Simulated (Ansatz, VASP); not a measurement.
## Cross-check of HfO2 between VASP and Ansatz

Aim: how closely do two programs agree when they are given the same cell, functional and k mesh? The cell is taken from a series of runs on this material, whose earlier steps may have relaxed, scaled, displaced or heated it; both programs get it as it stands.

Main program and level: Ansatz 0.2.0; plane waves, with VASP 6.6.1 beside it; zone-centre phonons at LDA.

## (1) Set-up

The structure is orthorhombic, space group Immm (No. 71). Conventional cell: a = 3.472 Å, b = 3.643 Å, c = 4.993 Å, α = 90.00°, β = 90.00°, γ = 90.00°. Nearest to O lie 4 Hf at 2.15 to 2.20 Å. Hf has 8 O at 2.15 to 2.20 Å nearest. Farther neighbours and most contacts between anions are not listed.

Coordinates:

```xyz
3
Lattice="0.0605 2.5154 2.4964 2.5154 0.0605 2.4964 2.5759 2.5759 0.0000" Properties=species:S:1:pos:R:3 pbc="T T T"
O     1.2879    1.2879    1.2294
O     3.8638    3.8638    3.7634
Hf    0.0000    0.0000    0.0000
```

## (2) VASP: zone-centre phonons, LDA, pair 1

Second derivatives magnify differences that forces hide, and they need a tight electronic threshold.

Lines of VASP's logs that name or quote its potential files are left out, and so is its time.

INCAR reads:

```
SYSTEM = HfO2
PREC = Accurate
ENCUT = 600
EDIFF = 1E-08
NELM = 120
ISMEAR = 0
SIGMA = 0.01
LREAL = .FALSE.
ALGO = Normal
GGA = CA
NBANDS = 17
LASPH = .TRUE.
LORBIT = 11
LWAVE = .FALSE.
LCHARG = .FALSE.
ISIF = 2
IBRION = 8
GGA_COMPAT = .FALSE.
EFERMI = MIDGAP
KPAR = 2
```

POSCAR reads:

```
HfO2
1.0
    0.0604597376      2.5154324991      2.4964356547
    2.5154324991      0.0604597376      2.4964356547
    2.5758922367      2.5758922367      0.0000000000
O Hf
2 1
Direct
    0.2462396527      0.2462396527      0.2537603473
    0.7537603473      0.7537603473      0.7462396527
    0.0000000000      0.0000000000      0.0000000000
```

KPOINTS reads:

```
Automatic mesh
0
Gamma
8 8 8
0 0 0
```

Potentials, in the order of the species: O and Hf_pv (LDA family, release 64).

On the command line:

```console
> mpirun -np 2 vasp_std
```

Numbers of over 12 decimals in the logs are rounded to 6 here.

Output:

```text
[banner, memory and clock lines left out]
running    2 mpi-ranks, on    1 nodes
 distrk:  each k-point on    1 cores,    2 groups
 distr:  one band on    1 cores,    1 groups

 POSCAR found type information on POSCAR O Hf
 POSCAR found :  2 types and       3 ions
 LDA part: xc-table for (Slater(with rela. corr.)+CA(PZ))
 , standard interpolation
 POSCAR, INCAR and KPOINTS ok, starting setup
 FFT: planning ... GRIDC
 FFT: planning ... GRID_SOFT
 FFT: planning ... GRID
 WAVECAR not read
 entering main loop
       N       E                     dE             d eps       ncg     rms          rms(c)
DAV:   1     0.968459540716E+02    0.96846E+02   -0.13857E+04  3238   0.144E+03
DAV:   2    -0.347912870348E+02   -0.13164E+03   -0.12793E+03  4258   0.312E+02
DAV:   3    -0.386242523689E+02   -0.38330E+01   -0.38230E+01  3730   0.484E+01
DAV:   4    -0.386467788156E+02   -0.22526E-01   -0.22522E-01  4237   0.402E+00
DAV:   5    -0.386469244483E+02   -0.14563E-03   -0.14562E-03  3805   0.297E-01    0.531E+01
DAV:   6    -0.332693075483E+02    0.53776E+01   -0.22359E+01  3341   0.339E+01    0.453E+01
DAV:   7    -0.331135905580E+02    0.15572E+00   -0.73422E-01  3685   0.729E+00    0.302E+01
DAV:   8    -0.330638087671E+02    0.49782E-01   -0.23509E-01  3299   0.452E+00    0.814E+00
DAV:   9    -0.330474168683E+02    0.16392E-01   -0.45395E-02  3384   0.187E+00    0.247E+00
DAV:  10    -0.330470856166E+02    0.33125E-03   -0.23275E-03  4077   0.372E-01    0.705E-02
DAV:  11    -0.330470763430E+02    0.92737E-05   -0.12773E-04  3842   0.920E-02    0.596E-02
DAV:  12    -0.330470771045E+02   -0.76158E-06   -0.65413E-06  4104   0.201E-02    0.235E-02
DAV:  13    -0.330470771498E+02   -0.45236E-07   -0.15571E-07  4032   0.358E-03    0.318E-03
DAV:  14    -0.330470771525E+02   -0.26871E-08   -0.38587E-09  2664   0.623E-04
   1 F= -.33047077E+02 E0= -.33047077E+02  d E =0.000000E+00
 Linear response reoptimize wavefunctions to high precision
DAV:   1    -0.330470771529E+02   -0.47385E-09   -0.62537E-10  2703   0.235E-04
DAV:   2    -0.330470771530E+02   -0.23192E-10   -0.63294E-11  1854   0.663E-05
 Linear response DOF=           4
 Linear response progress:
  Degree of freedom:   1/  4
       N       E                     dE             d eps       ncg     rms          rms(c)
RMM:   1    -0.369569666127E+00   -0.36957E+00    0.22736E-01 19382   0.379E+00
RMM:   2    -0.358098561089E+00    0.11471E-01   -0.10573E-02 13642   0.688E-01    0.742E-01
RMM:   3    -0.359340474398E+00   -0.12419E-02   -0.89860E-04 12998   0.188E-01    0.444E-01
RMM:   4    -0.361457762356E+00   -0.21173E-02   -0.78646E-04 13170   0.182E-01    0.477E-02
RMM:   5    -0.361205357086E+00    0.25241E-03   -0.38227E-05 15378   0.366E-02    0.269E-02
RMM:   6    -0.361169762424E+00    0.35595E-04   -0.17334E-06 16314   0.618E-03    0.262E-02
RMM:   7    -0.361165946286E+00    0.38161E-05   -0.17298E-07 16118   0.161E-03    0.148E-02
RMM:   8    -0.361160536746E+00    0.54095E-05   -0.16377E-07 15343   0.216E-03    0.989E-03
RMM:   9    -0.361163565574E+00   -0.30288E-05   -0.88051E-08 16327   0.501E-04    0.326E-03
RMM:  10    -0.361164059119E+00   -0.49355E-06   -0.10232E-07 17447   0.196E-04    0.235E-04
RMM:  11    -0.361164041474E+00    0.17644E-07   -0.73956E-08 17265   0.152E-04    0.764E-04
RMM:  12    -0.361163995385E+00    0.46089E-07   -0.46724E-08 17840   0.129E-04    0.156E-04
RMM:  13    -0.361163990830E+00    0.45549E-08   -0.38450E-08 17345   0.121E-04    0.288E-06
 first order change of Fermi-energy   0.15014E-04
 force on displaced ion       1 direction 1 : -11.304   0.567  -0.004
 Linear response progress:
  Degree of freedom:   2/  4
       N       E                     dE             d eps       ncg     rms          rms(c)
RMM:   1    -0.370242077756E+00   -0.37024E+00    0.22032E-01  6933   0.378E+00
RMM:   2    -0.358177981576E+00    0.12064E-01   -0.10975E-02  5004   0.690E-01    0.740E-01
RMM:   3    -0.359438238901E+00   -0.12603E-02   -0.91341E-04  4703   0.187E-01    0.444E-01
RMM:   4    -0.361554343397E+00   -0.21161E-02   -0.77271E-04  4766   0.180E-01    0.468E-02
RMM:   5    -0.361309798494E+00    0.24454E-03   -0.37536E-05  5526   0.360E-02    0.273E-02
RMM:   6    -0.361263334678E+00    0.46464E-04   -0.20008E-06  5765   0.691E-03    0.240E-02
RMM:   7    -0.361263323267E+00    0.11410E-07   -0.33792E-07  5959   0.128E-03    0.264E-02
RMM:   8    -0.361266773484E+00   -0.34502E-05   -0.26666E-07  5468   0.167E-03    0.239E-02
 first order change of Fermi-energy   0.39282E-01
 force on displaced ion       1 direction 3 :   0.000   0.000 -11.848
 Linear response progress:
  Degree of freedom:   3/  4
       N       E                     dE             d eps       ncg     rms          rms(c)
RMM:   1    -0.230310620320E+00   -0.23031E+00    0.22186E+00  6120   0.955E+00
RMM:   2    -0.222962681418E+00    0.73479E-02   -0.27730E-02  7678   0.114E+00    0.855E-01
RMM:   3    -0.222172398524E+00    0.79028E-03   -0.10024E-03  9541   0.151E-01    0.446E-01
RMM:   4    -0.221568211214E+00    0.60419E-03   -0.11279E-04 10424   0.595E-02    0.206E-01
RMM:   5    -0.221225045749E+00    0.34317E-03   -0.20727E-05 10639   0.277E-02    0.213E-02
RMM:   6    -0.221242713375E+00   -0.17668E-04   -0.24837E-06 10300   0.912E-03    0.166E-02
RMM:   7    -0.221247328773E+00   -0.46154E-05   -0.44346E-07 11496   0.232E-03    0.123E-02
RMM:   8    -0.221246046350E+00    0.12824E-05   -0.57934E-06 10869   0.911E-04    0.888E-04
RMM:   9    -0.221245688888E+00    0.35746E-06   -0.48775E-06 11786   0.382E-04    0.607E-05
RMM:  10    -0.221245990955E+00   -0.30207E-06   -0.27067E-06 11076   0.213E-04    0.227E-05
RMM:  11    -0.221246022234E+00   -0.31279E-07   -0.13951E-06 11744   0.158E-04    0.979E-05
RMM:  12    -0.221246027654E+00   -0.54202E-08   -0.77450E-07 11565   0.132E-04    0.456E-05
RMM:  13    -0.221246036714E+00   -0.90600E-08   -0.52656E-07 10651   0.122E-04    0.286E-05
RMM:  14    -0.221246038201E+00   -0.14872E-08   -0.29562E-07 10106   0.116E-04    0.874E-06
RMM:  15    -0.221246039246E+00   -0.10454E-08   -0.20794E-07  9162   0.114E-04    0.122E-05
RMM:  16    -0.221246041207E+00   -0.19603E-08   -0.12547E-07  8715   0.113E-04    0.505E-06
RMM:  17    -0.221246042124E+00   -0.91742E-09   -0.12121E-07  8408   0.112E-04    0.262E-06
RMM:  18    -0.221246042221E+00   -0.97239E-10   -0.90516E-08  8182   0.111E-04    0.122E-06
 first order change of Fermi-energy   0.34410E-04
 force on displaced ion       3 direction 1 :  -5.524   1.367  -0.000
 Linear response progress:
  Degree of freedom:   4/  4
       N       E                     dE             d eps       ncg     rms          rms(c)
RMM:   1    -0.230079791652E+00   -0.23008E+00    0.22250E+00  3977   0.950E+00
RMM:   2    -0.223002367849E+00    0.70774E-02   -0.27993E-02  4865   0.114E+00    0.845E-01
RMM:   3    -0.222209438754E+00    0.79293E-03   -0.99938E-04  5865   0.151E-01    0.441E-01
RMM:   4    -0.221602746213E+00    0.60669E-03   -0.11873E-04  6381   0.599E-02    0.203E-01
RMM:   5    -0.221266992246E+00    0.33575E-03   -0.23099E-05  6471   0.297E-02    0.222E-02
RMM:   6    -0.221274987800E+00   -0.79956E-05   -0.33927E-06  6299   0.103E-02    0.201E-02
RMM:   7    -0.221283930672E+00   -0.89429E-05   -0.11212E-06  6738   0.398E-03    0.147E-02
RMM:   8    -0.221285762478E+00   -0.18318E-05   -0.46974E-06  6864   0.105E-03    0.677E-03
RMM:   9    -0.221284490055E+00    0.12724E-05   -0.47276E-06  6847   0.532E-04    0.386E-05
RMM:  10    -0.221284527575E+00   -0.37520E-07   -0.29814E-06  7395   0.234E-04    0.180E-05
RMM:  11    -0.221284682680E+00   -0.15510E-06   -0.15991E-06  6967   0.154E-04    0.792E-06
RMM:  12    -0.221284705180E+00   -0.22500E-07   -0.74170E-07  7071   0.121E-04    0.495E-05
RMM:  13    -0.221284712092E+00   -0.69115E-08   -0.31649E-07  6665   0.107E-04    0.400E-05
RMM:  14    -0.221284712789E+00   -0.69766E-09   -0.12560E-07  6042   0.997E-05    0.424E-05
RMM:  15    -0.221284710025E+00    0.27640E-08    0.63318E-09  5366   0.969E-05    0.578E-05
 first order change of Fermi-energy   0.59556E-04
 force on displaced ion       3 direction 3 :  -0.000  -0.000  -5.790
 Linear response finished
```

Parts of OUTCAR (step 2):

```text
ion  position               nearest neighbor table
   1  0.246  0.246  0.254-   3 2.15   3 2.15   3 2.20   3 2.20
   2  0.754  0.754  0.746-   3 2.15   3 2.15   3 2.20   3 2.20
   3  0.000  0.000  0.000-   2 2.15   2 2.15   1 2.15   1 2.15   1 2.20   2 2.20   2 2.20   1 2.20

  LATTYP: Found a body centered orthorhombic cell.
 ALAT       =     3.4718557746
 B/A-ratio  =     1.0492549152
 C/A-ratio  =     1.4380987096

 Subroutine GETGRP returns: Found  8 space group operations
 (whereof  8 operations were pure point group operations)

The static configuration has the point symmetry D_2h.

 Found     95 irreducible k-points:

   k-points           NKPTS =     95   k-points in BZ     NKDIM =     95   number of bands    NBANDS=     17

   dimension x,y,z NGX =    28 NGY =   28 NGZ =   30
   dimension x,y,z NGXF=    56 NGYF=   56 NGZF=   60

   ENCUT  =  600.0 eV  44.10 Ry    6.64 a.u.   7.08  7.08  7.28*2*pi/ulx,y,z

   NELECT =      22.0000    total number of electrons

 k-points in reciprocal lattice and weights: Automatic mesh
   0.00000000  0.00000000  0.00000000       0.002
   0.12500000 -0.00000000  0.00000000       0.008
   0.25000000 -0.00000000  0.00000000       0.008
   0.37500000  0.00000000  0.00000000       0.008
   0.50000000 -0.00000000  0.00000000       0.004
   0.12500000  0.12500000  0.00000000       0.004
   0.25000000  0.12500000  0.00000000       0.008
   0.37500000  0.12500000  0.00000000       0.008
   0.50000000  0.12500000  0.00000000       0.008
[...]
0.25000000  0.25000000  0.50000000       0.004
  -0.25000000  0.25000000  0.50000000       0.004

 average (electrostatic) potential at core
       1 -70.4132       2 -70.4132       3 -37.2550

  Total       -1.4108520     -1.4108520     -0.6926632     -0.6991300     -0.0000000     -0.0000000
  in kB      -71.5924634    -71.5924634    -35.1485952    -35.4767461     -0.0000000     -0.0000000
  external PRESSURE =     -59.4445073 kB  Pullay stress =       0.0000000 kB

  energy-cutoff  :      600.00
  volume of cell :       31.57
      direct lattice vectors                 reciprocal lattice vectors
     0.060459738  2.515432499  2.496435655    -0.203668248  0.203668248  0.200285555
     2.515432499  0.060459738  2.496435655     0.203668248 -0.203668248  0.200285555
     2.575892237  2.575892237  0.000000000     0.194107499  0.194107499 -0.200285555

 POSITION                                       TOTAL-FORCE (eV/Angst)
 -----------------------------------------------------------------------------------
      1.28795      1.28795      1.22944        -0.000000     -0.000000      0.022487
      3.86384      3.86384      3.76343         0.000000      0.000000     -0.022487
      0.00000      0.00000      0.00000         0.000000      0.000000      0.000000
 -----------------------------------------------------------------------------------
    total drift:                                0.000000      0.000000     -0.000000

 Eigenvectors and eigenvalues of the dynamical matrix
 ----------------------------------------------------

   1 f  =   17.843501 THz   112.114022 2PiTHz  595.195120 cm-1    73.794757 meV
             X         Y         Z           dx          dy          dz
      1.287946  1.287946  1.229443    -0.000000    0.000000   -0.707107
      3.863838  3.863838  3.763428     0.000000   -0.000000    0.707107
      0.000000  0.000000  0.000000     0.000000    0.000000    0.000000

   2 f  =   17.610081 THz   110.647404 2PiTHz  587.409085 cm-1    72.829412 meV
             X         Y         Z           dx          dy          dz
      1.287946  1.287946  1.229443     0.500000   -0.500000   -0.000000
      3.863838  3.863838  3.763428    -0.500000    0.500000    0.000000
      0.000000  0.000000  0.000000    -0.000000    0.000000    0.000000

   3 f  =   17.210332 THz   108.135705 2PiTHz  574.074879 cm-1    71.176182 meV
             X         Y         Z           dx          dy          dz
      1.287946  1.287946  1.229443    -0.500000   -0.500000    0.000000
      3.863838  3.863838  3.763428     0.500000    0.500000   -0.000000
      0.000000  0.000000  0.000000     0.000000    0.000000    0.000000

   4 f  =    7.872680 THz    49.465504 2PiTHz  262.604322 cm-1    32.558772 meV
             X         Y         Z           dx          dy          dz
      1.287946  1.287946  1.229443    -0.460366    0.460366   -0.000000
      3.863838  3.863838  3.763428    -0.460366    0.460366   -0.000000
      0.000000  0.000000  0.000000     0.275909   -0.275909    0.000000

   5 f  =    7.175983 THz    45.088029 2PiTHz  239.365020 cm-1    29.677467 meV
             X         Y         Z           dx          dy          dz
      1.287946  1.287946  1.229443    -0.000000    0.000000    0.650395
      3.863838  3.863838  3.763428    -0.000000    0.000000    0.650395
      0.000000  0.000000  0.000000     0.000000    0.000000   -0.392395

   6 f  =    6.125153 THz    38.485472 2PiTHz  204.313118 cm-1    25.331587 meV
             X         Y         Z           dx          dy          dz
      1.287946  1.287946  1.229443     0.460509    0.460509   -0.000000
      3.863838  3.863838  3.763428     0.460509    0.460509   -0.000000
      0.000000  0.000000  0.000000    -0.275431   -0.275431    0.000000

   7 f/i=    0.002466 THz     0.015496 2PiTHz    0.082263 cm-1     0.010199 meV
             X         Y         Z           dx          dy          dz
      1.287946  1.287946  1.229443     0.195097   -0.195097   -0.000000
      3.863838  3.863838  3.763428     0.195097   -0.195097   -0.000000
      0.000000  0.000000  0.000000     0.651056   -0.651056   -0.000000

   8 f/i=    0.002571 THz     0.016155 2PiTHz    0.085762 cm-1     0.010633 meV
             X         Y         Z           dx          dy          dz
      1.287946  1.287946  1.229443     0.194759    0.194759    0.000000
      3.863838  3.863838  3.763428     0.194759    0.194759    0.000000
      0.000000  0.000000  0.000000     0.651258    0.651258    0.000000

   9 f/i=    0.019411 THz     0.121966 2PiTHz    0.647498 cm-1     0.080279 meV
             X         Y         Z           dx          dy          dz
      1.287946  1.287946  1.229443    -0.000000   -0.000000    0.277465
      3.863838  3.863838  3.763428    -0.000000   -0.000000    0.277465
      0.000000  0.000000  0.000000    -0.000000   -0.000000    0.919797

 ELASTIC MODULI CONTR FROM IONIC RELAXATION (kBar)
 Direction    XX          YY          ZZ          XY          YZ          ZX
 --------------------------------------------------------------------------------
 XX         -19.2145    -19.2145    -11.3086     73.1191      0.0000     -0.0000
 YY         -19.2145    -19.2145    -11.3086     73.1191     -0.0000      0.0000
 ZZ         -11.3086    -11.3086     -6.6556     43.0339     -0.0000      0.0000
 XY          73.1191     73.1191     43.0339   -278.2484      0.0000     -0.0000
 YZ           0.0000     -0.0000     -0.0000      0.0000   -318.9004    147.9106
 ZX          -0.0000      0.0000      0.0000     -0.0000    147.9106   -300.5104
 --------------------------------------------------------------------------------
```

The gap is read on the k-mesh alone, so it is an upper bound where the band edges lie off the mesh.

[end of part 1 of 2]

[Lines on the potential files, build, host, timing and source positions are cut from VASP's logs without a mark.]

[Logs are printed without paths, hosts, clocks, repeated set-up lines and the standing remarks that a program may print on its own settings, such as how far it seeks lower states.]

[Hosts, paths, dates, database ids (printed as entryN), source tags and the programs' standing remarks are cut or masked in the printed files.]
